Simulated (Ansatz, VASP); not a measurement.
# Cross-check of Al2Ru (Al2Ru (Fddd)) between VASP and Ansatz, part 2 of 2

One calculation is typed for both programs; each brings its own data sets. How far apart do they land? The cell is taken from a series of runs on this material, whose earlier steps may have relaxed, scaled, displaced or heated it; both programs get it as it stands.

VASP 6.6.1 and Ansatz 0.2.0.

So far: The starting structure; Ansatz: relaxation of cell and atoms, r2SCAN.

## 3. VASP: relaxation of cell and atoms, r2SCAN

Level of this step: r2SCAN; plane waves and PAW (Al, Ru_pv) (VASP).

The same cell, functional, mesh and smearing now go to VASP, with its own data sets.

Lines of VASP's logs that name or quote its potential files are left out, and so is its time.

INCAR

```
SYSTEM = Al2Ru
PREC = Accurate
ENCUT = 550
EDIFF = 1E-07
NELM = 120
ISMEAR = -1
SIGMA = 0.05
LREAL = .FALSE.
ALGO = Normal
METAGGA = R2SCAN
LASPH = .TRUE.
NBANDS = 26
LORBIT = 11
LWAVE = .FALSE.
LCHARG = .FALSE.
ISIF = 3
IBRION = 2
NSW = 80
EDIFFG = -0.005
GGA_COMPAT = .FALSE.
NELMIN = 4
EFERMI = MIDGAP
LMIXTAU = .TRUE.
KPAR = 2
```

POSCAR

```
Al2Ru
1.0
    0.0000000000      3.9898380000      4.3915250000
    2.3524750000      0.0000000000      4.3915250000
    2.3524750000      3.9898380000      0.0000000000
Al Ru
4 2
Direct
    0.0790611426      0.4209389712      0.0790608162
    0.4209390585      0.0790610554      0.4209387321
    0.1709388953      0.8290611047      0.1709388953
    0.8290609794      0.1709390206      0.8290609794
    0.7500000379      0.7500000760      0.7499997115
    0.5000000000      0.5000000000      0.5000000000
```

KPOINTS

```
Automatic mesh
0
Gamma
11 11 11
0 0 0
```

Potentials, in the order of the species: Al and Ru_pv (PBE family, release 64).

Started as:

```bash
> mpirun -np 2 vasp_std
```

Numbers of over 12 decimals in the logs are rounded to 6 here.

Log:

```text
[banner, memory and clock lines left out]
running    2 mpi-ranks, on    1 nodes
 distrk:  each k-point on    1 cores,    2 groups
 distr:  one band on    1 cores,    1 groups

 POSCAR found type information on POSCAR AlRu
 POSCAR found :  2 types and       6 ions
|                                                                             |
|               ----> ADVICE to this user running VASP <----                  |
|                                                                             |
|     You enforced a specific xc type in the INCAR file but a different       |
|     [... a line on the potential file left out ...]
|     I HOPE YOU KNOW WHAT YOU ARE DOING!                                     |
|                                                                             |

 LDA part: xc-table for (None), standard interpolation
 POSCAR, INCAR and KPOINTS ok, starting setup
 FFT: planning ... GRIDC
 FFT: planning ... GRID_SOFT
 FFT: planning ... GRID
 WAVECAR not read
 entering main loop
       N       E                     dE             d eps       ncg     rms          rms(c)
DAV:   1     0.270565841948E+03    0.27057E+03   -0.23161E+04 11952   0.158E+03
DAV:   2    -0.802158901389E+02   -0.35078E+03   -0.34276E+03 11878   0.405E+02
DAV:   3    -0.932803371189E+02   -0.13064E+02   -0.12870E+02 13824   0.704E+01
DAV:   4    -0.934601754689E+02   -0.17984E+00   -0.17948E+00 13534   0.804E+00
DAV:   5    -0.934636110661E+02   -0.34356E-02   -0.34353E-02 15316   0.118E+00    0.223E+01
DAV:   6    -0.838551219445E+02    0.96085E+01   -0.21353E+01 11900   0.391E+01    0.732E+00
DAV:   7    -0.824660161152E+02    0.13891E+01   -0.47269E+00 11892   0.163E+01    0.386E+00
DAV:   8    -0.824225676775E+02    0.43448E-01   -0.16713E-01 12626   0.325E+00    0.168E+00
DAV:   9    -0.824984432729E+02   -0.75876E-01   -0.16335E-01 11562   0.381E+00    0.814E-01
DAV:  10    -0.824642705836E+02    0.34173E-01   -0.82119E-02 11504   0.262E+00    0.160E-01
DAV:  11    -0.824656086089E+02   -0.13380E-02   -0.45242E-03 12022   0.548E-01    0.760E-02
DAV:  12    -0.824668004015E+02   -0.11918E-02   -0.82092E-04 12222   0.238E-01    0.866E-02
DAV:  13    -0.824670600284E+02   -0.25963E-03   -0.45886E-04 11954   0.197E-01    0.224E-02
DAV:  14    -0.824671401442E+02   -0.80116E-04   -0.24662E-04 12132   0.128E-01    0.136E-02
DAV:  15    -0.824671402052E+02   -0.60966E-07   -0.75893E-06 13908   0.233E-02    0.116E-02
DAV:  16    -0.824671523636E+02   -0.12158E-04   -0.30057E-06 11810   0.146E-02    0.809E-03
DAV:  17    -0.824671636695E+02   -0.11306E-04   -0.29237E-06 11950   0.155E-02    0.602E-03
DAV:  18    -0.824671654331E+02   -0.17636E-05   -0.67632E-06 11958   0.220E-02    0.178E-03
DAV:  19    -0.824671665466E+02   -0.11135E-05   -0.18375E-07  9952   0.357E-03    0.140E-03
DAV:  20    -0.824671665028E+02    0.43788E-07   -0.61495E-09  5882   0.520E-04
   1 F= -.82467167E+02 E0= -.82466995E+02  d E =-.824672E+02
 curvature:   0.00 expect dE= 0.000E+00 dE for cont linesearch  0.000E+00
 trial: gam= 0.00000 g(F)=  0.414E-05 g(S)=  0.287E-04 ort = 0.000E+00 (trialstep = 0.100E+01)
 search vector abs. value=  0.328E-04
 bond charge predicted
       N       E                     dE             d eps       ncg     rms          rms(c)
DAV:   1    -0.824676683961E+02   -0.50185E-03   -0.78898E-03 11866   0.825E-01    0.191E-01
DAV:   2    -0.824673553855E+02    0.31301E-03   -0.56822E-03 11882   0.540E-01    0.108E-01
DAV:   3    -0.824671697063E+02    0.18568E-03   -0.78131E-04 11840   0.195E-01    0.173E-02
DAV:   4    -0.824671684583E+02    0.12479E-05   -0.36606E-05 13010   0.312E-02    0.630E-03
DAV:   5    -0.824671673436E+02    0.11147E-05   -0.15806E-05 11650   0.337E-02    0.777E-03
DAV:   6    -0.824671685270E+02   -0.11834E-05   -0.93327E-06 11512   0.254E-02    0.149E-03
DAV:   7    -0.824671702545E+02   -0.17276E-05   -0.59925E-07 12338   0.597E-03    0.939E-04
DAV:   8    -0.824671702063E+02    0.48252E-07   -0.10360E-07  5916   0.280E-03
   2 F= -.82467170E+02 E0= -.82467000E+02  d E =-.370348E-05
 trial-energy change:   -0.000004  1 .order   -0.000004   -0.000033    0.000025
 step:   0.5693(harm=  0.5693)  dis= 0.00013  next Energy=   -82.467176 (dE=-0.934E-05)
 bond charge predicted
       N       E                     dE             d eps       ncg     rms          rms(c)
DAV:   1    -0.824672688684E+02   -0.98614E-04   -0.14678E-03 11856   0.356E-01    0.821E-02
DAV:   2    -0.824672135774E+02    0.55291E-04   -0.10666E-03 11872   0.234E-01    0.471E-02
DAV:   3    -0.824671767579E+02    0.36819E-04   -0.14641E-04 11824   0.846E-02    0.751E-03
DAV:   4    -0.824671760577E+02    0.70025E-06   -0.69961E-06 12954   0.136E-02    0.268E-03
DAV:   5    -0.824671754388E+02    0.61885E-06   -0.30750E-06 11630   0.148E-02    0.339E-03
DAV:   6    -0.824671757763E+02   -0.33746E-06   -0.17768E-06 11514   0.111E-02    0.631E-04
DAV:   7    -0.824671760052E+02   -0.22891E-06   -0.10529E-07  6342   0.259E-03    0.396E-04
DAV:   8    -0.824671760505E+02   -0.45358E-07   -0.23404E-08  5742   0.139E-03
   3 F= -.82467176E+02 E0= -.82467005E+02  d E =-.954773E-05
 curvature:  -0.28 expect dE=-0.123E-05 dE for cont linesearch -0.545E-08
 trial: gam= 0.10720 g(F)=  0.236E-05 g(S)=  0.195E-05 ort = 0.792E-06 (trialstep = 0.914E+00)
 search vector abs. value=  0.486E-05
 reached required accuracy - stopping structural energy minimisation
```

Parts of OUTCAR (step 3):

```text
ion  position               nearest neighbor table
   1  0.079  0.421  0.079-   6 2.57   6 2.57   3 2.60   3 2.60   5 2.63   2 2.67   2 2.67   5 2.72
                             5 2.72   2 2.73   4 3.19   4 3.19   4 3.19   4 3.19
   2  0.421  0.079  0.421-   6 2.57   6 2.57   4 2.60   4 2.60   5 2.63   1 2.67   1 2.67   5 2.72
                             5 2.72   1 2.73   3 3.19   3 3.19   3 3.19   3 3.19
   3  0.171  0.829  0.171-   5 2.57   5 2.57   1 2.60   1 2.60   6 2.63   4 2.67   4 2.67   6 2.72
                             6 2.72   4 2.73   2 3.19   2 3.19   2 3.19   2 3.19
   4  0.829  0.171  0.829-   5 2.57   5 2.57   2 2.60   2 2.60   6 2.63   3 2.67   3 2.67   6 2.72
                             6 2.72   3 2.73   1 3.19   1 3.19   1 3.19   1 3.19
   5  0.750  0.750  0.750-   3 2.57   4 2.57   4 2.57   3 2.57   2 2.63   1 2.63   1 2.72   1 2.72
                             2 2.72   2 2.72   6 3.19   6 3.19   6 3.19   6 3.19
   6  0.500  0.500  0.500-   1 2.57   2 2.57   2 2.57   1 2.57   4 2.63   3 2.63   3 2.72   3 2.72
                             4 2.72   4 2.72   5 3.19   5 3.19   5 3.19   5 3.19

  LATTYP: Found a face centered orthorhombic cell.
 ALAT       =     4.7049500000
 B/A-ratio  =     1.6960171734
 C/A-ratio  =     1.8667679784

 Subroutine GETGRP returns: Found  8 space group operations
 (whereof  4 operations were pure point group operations)

The static configuration has the point symmetry D_2 .
 The point group associated with its full space group is D_2h.

 Found    216 irreducible k-points:

   k-points           NKPTS =    216   k-points in BZ     NKDIM =    216   number of bands    NBANDS=     26

   dimension x,y,z NGX =    48 NGY =   40 NGZ =   36
   dimension x,y,z NGXF=    96 NGYF=   80 NGZF=   72

   ENCUT  =  550.0 eV  40.42 Ry    6.36 a.u.  11.35  9.53  8.86*2*pi/ulx,y,z

   NELECT =      40.0000    total number of electrons

 k-points in reciprocal lattice and weights: Automatic mesh
   0.00000000  0.00000000  0.00000000       0.001
   0.09090909 -0.00000000 -0.00000000       0.006
   0.18181818  0.00000000  0.00000000       0.006
   0.27272727  0.00000000  0.00000000       0.006
   0.36363636  0.00000000  0.00000000       0.006
   0.45454545  0.00000000  0.00000000       0.006
   0.09090909  0.09090909  0.00000000       0.002
   0.18181818  0.09090909 -0.00000000       0.006
   0.27272727  0.09090909  0.00000000       0.006
[...]
0.00000000  0.45454545  0.45454545       0.002
  -0.09090909  0.45454545  0.45454545       0.003

 average (electrostatic) potential at core
       1 -72.4326       2 -72.4326       3 -72.4326       4 -72.4326       5 -74.0393
       6 -74.0393

 E-fermi :  10.6392

 k-point     1 :       0.0000    0.0000    0.0000
  band No.  band energies     occupation
    ...
     16       7.5017      2.00000
     17       8.5232      2.00000
     18       9.2785      2.00000
     19       9.4019      2.00000
     20      10.6251      1.14078
     21      12.4684      0.00000
     22      12.9960      0.00000
     23      13.1464      0.00000
     24      13.3542      0.00000
     25      13.5472      0.00000
    ...

 k-point     2 :       0.0909   -0.0000   -0.0000
  band No.  band energies     occupation
    ...
     16       7.5396      2.00000
     17       8.4450      2.00000
     18       9.2284      2.00000
     19       9.3818      2.00000
     20      10.1690      1.99984
     21      12.4149      0.00000
     22      12.5460      0.00000
     23      13.0942      0.00000
     24      13.3167      0.00000
     25      13.5098      0.00000
    ...

 k-point     3 :       0.1818    0.0000    0.0000
  band No.  band energies     occupation
    ...
     16       8.0168      2.00000
     17       8.3488      2.00000
     18       9.0193      2.00000
     19       9.2445      2.00000
     20       9.5025      2.00000
     21      11.7331      0.00000
     22      12.4605      0.00000
     23      13.0106      0.00000
     24      13.0380      0.00000
     25      13.9850      0.00000
    ...

  Total        0.0073293     -0.0032831      0.0133568      0.0000000      0.0000000      0.0000000
  in kB        0.1425066     -0.0638351      0.2597021      0.0000000      0.0000000      0.0000000
  external PRESSURE =       0.1127912 kB  Pullay stress =       0.0000000 kB

  energy-cutoff  :      550.00
  volume of cell :       82.40
      direct lattice vectors                 reciprocal lattice vectors
     0.000000000  3.988910921  4.391089814    -0.212564305  0.125347497  0.113866949
     2.352229364  0.000000000  4.391089814     0.212564305 -0.125347497  0.113866949
     2.352229364  3.988910921  0.000000000     0.212564305  0.125347497 -0.113866949

 POSITION                                       TOTAL-FORCE (eV/Angst)
 -----------------------------------------------------------------------------------
      1.17611      0.63086      2.19555         0.000000      0.003495      0.000000
      1.17611      3.35805      2.19555         0.000000     -0.003495      0.000000
      2.35223      1.36359      4.39109        -0.000000     -0.003495     -0.000000
      2.35223      6.61423      4.39109        -0.000000      0.003495     -0.000000
      3.52834      5.98337      6.58664        -0.000000      0.000000      0.000000
      2.35223      3.98891      4.39109         0.000000      0.000000      0.000000
 -----------------------------------------------------------------------------------
    total drift:                                0.000144      0.000052     -0.000247

  FREE ENERGIE OF THE ION-ELECTRON SYSTEM (eV)
  ---------------------------------------------------
  free  energy   TOTEN  =       -82.4671760505 eV

  energy  without entropy=      -82.4668344099  energy(sigma->0) =      -82.46700523

 reached required accuracy - stopping structural energy minimisation

 total charge
# of ion       s       p       d       tot
------------------------------------------
    1        0.402   0.433   0.000   0.835
    2        0.402   0.433   0.000   0.835
    3        0.402   0.433   0.000   0.835
    4        0.402   0.433   0.000   0.835
    5        0.320   6.280   6.175  12.776
    6        0.320   6.280   6.175  12.776
--------------------------------------------------
tot          2.250  14.292  12.350  28.893

[... 3 further parts left out ...]
```

## 4. Comparison

Known differences besides the potentials themselves: VASP keeps PBE cores, Ansatz makes them for the functional; the data sets hold 44 valence electrons in Ansatz (on its PAW soft_1 files) and 40 in VASP; the cutoff is 500 eV in Ansatz and 550 eV in VASP; Ansatz adds a Pulay correction to the stress that steers its cell, VASP none. Total energies have different zeros and are not compared.

Compared:

| quantity | Ansatz | VASP | difference |
| --- | --- | --- | --- |
| volume (Å³) | 82.45 | 82.40 | +0.05 % |
| edge a after relaxation, in the typed setting (Å) | 5.933 | 5.932 | +0.01 % |
| edge b after relaxation, in the typed setting (Å) | 4.982 | 4.981 | +0.02 % |
| edge c after relaxation, in the typed setting (Å) | 4.631 | 4.631 | +0.02 % |

## 5. Results

| Item | Value |
| --- | --- |
| difference in volume (relaxation of cell and atoms, r2SCAN) | 0.053 % |

What this shows: The difference in volume is 0.053 % (relaxation of cell and atoms, r2SCAN), within the 1.2 % picked in this series as the mark of a large difference, as far as the stopping tolerances let one tell. The data sets hold unlike numbers of valence electrons (44 in Ansatz and 40 in VASP), so part of the differences may come from the potentials. Such differences can come from data sets, numerical settings and the points named under the comparisons, not from the functional's error against experiment.

[Lines on the potential files, build, host, timing and source positions are cut from VASP's logs without a mark.]

[Logs are printed without paths, hosts, clocks, repeated set-up lines and the standing remarks that a program may print on its own settings, such as how far it seeks lower states.]

[Hosts, paths, dates, database ids (printed as entryN), source tags and the programs' standing remarks are cut or masked in the printed files.]
